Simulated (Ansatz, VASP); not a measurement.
**One calculation of Si2Sb2Se, two programs**

```xyz
5
Lattice="5.1857 0.0000 0.0000 -2.5929 4.4910 0.0000 0.0000 0.0000 5.4723" Properties=species:S:1:pos:R:3 pbc="T T T"
Si    0.0000    2.9940    2.7361
Si    2.5929    1.4970    2.7361
Sb    0.0000    2.9940    0.0000
Sb    2.5929    1.4970    0.0000
Se    0.0000    0.0000    0.0000
```

Alike in both runs: functional PBE; k mesh 6 × 6 × 4; occupations gaussian, width 0.1 eV; no spin polarisation.

Ansatz relaxed the structure, and its values are those at the end. VASP's run is a single point on that final structure, the one shown.

|  | VASP | Ansatz |
| --- | --- | --- |
| version | VASP 6.6.1 | Ansatz 0.2.0 |
| potentials or method | VASP PAW PBE potentials, release 64 (Si, Sb, Se) | scalar-relativistic, plane waves, PAW |
| plane-wave cutoff (eV) | 520 | 420 |
| valence electrons in the cell | 24 | 54 |

|  | VASP | Ansatz | Ansatz less VASP |
| --- | --- | --- | --- |
| gap on the k mesh at the Fermi level (eV) | none | none | - |
| pressure (GPa) | 0.1 | 0.0 | -0.02 |

A gap of «none» marks a metal or a gap that the smearing closes. The two sets of potentials don't hold the same shells in valence.

Spin-orbit coupling is left out, which matters for the levels of Sb.
